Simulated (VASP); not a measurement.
Write the native input for VASP 6.6.1 that does the following.

| Quantity | Value |
| --- | --- |
| Task | relaxation of cell and atoms |
| Functional | PBE |
| Potentials or basis | VASP PAW PBE potentials, release 64 (Zn, C) |
| Cutoff | 600 eV |
| k mesh | 8 × 8 × 8 |
| Occupations | gaussian, width 0.1 eV |
| Spin | no spin polarisation |
| Dipole correction | no |
| Further INCAR settings | ALGO = Normal; EDIFF = 1e-06; IBRION = 2; EDIFFG = -0.05; NSW = 100; ISIF = 3 |

The structure of ZnC2 lies in POSCAR:

```
ZnC2
1.0
   -1.6795373205      1.6795373205      2.7803697618
    1.6795373205     -1.6795373205      2.7803697618
    1.6795373205      1.6795373205     -2.7803697618
Zn C
1 2
Direct
    0.0000000000      0.0000000000      0.0000000000
    0.5978927200      0.5978927200      0.0000000000
    0.4021072800      0.4021072800      0.0000000000
```

The cell comes from a database or a generator and needn't be the stable form of this composition.

One way to write it, as run:

INCAR

```
SYSTEM = ZnC2
ALGO = Normal
EDIFF = 1E-6
EDIFFG = -0.05
ENCUT = 600
GGA = PE
IBRION = 2
ISIF = 3
ISMEAR = 0
LASPH = .TRUE.
LCHARG = .FALSE.
LREAL = .FALSE.
LWAVE = .FALSE.
NELM = 60
NSW = 100
PREC = Accurate
SIGMA = 0.1
```

KPOINTS

```
k-points
0
G
  8 8 8
  0 0 0
```

Potentials or basis: VASP PAW PBE potentials, release 64 (Zn, C).

Launch:

```sh
$ cat potpaw_PBE.64/Zn/POTCAR potpaw_PBE.64/C/POTCAR > POTCAR
$ mpirun -np 1 vasp_std > vasp.out
```

Results of the run:

* Relaxed volume: 14.62 Å³/atom
* Relaxed cell: a = 3.880 Å, b = 3.880 Å, c = 3.880 Å, α = 115.04°, β = 115.04°, γ = 98.83°
* Space group after relaxing (to 0.05 Å): I4/mmm (No. 139)
* Energy gained by relaxing: 871.7 meV/atom
* Ionic steps: 51
* Pressure after relaxing: 0.0 GPa
* Largest force after relaxing: 0.020 eV/Å
* Band gap on the k mesh: 3.68 eV, indirect (least direct gap 4.01 eV)

Caveat: the standard files for N, O and F lose accuracy on very short bonds; the volume moved by over 15 % at a fixed basis, so the end points are rough; the relaxation stopped at a loose force limit of 0.05 eV/Å, so its end isn't a converged minimum.

Run time: 7.2 min on 1 thread of Intel(R) Xeon(R) 6975P-C (Granite Rapids) (shared host), peak memory 0.19 GiB.
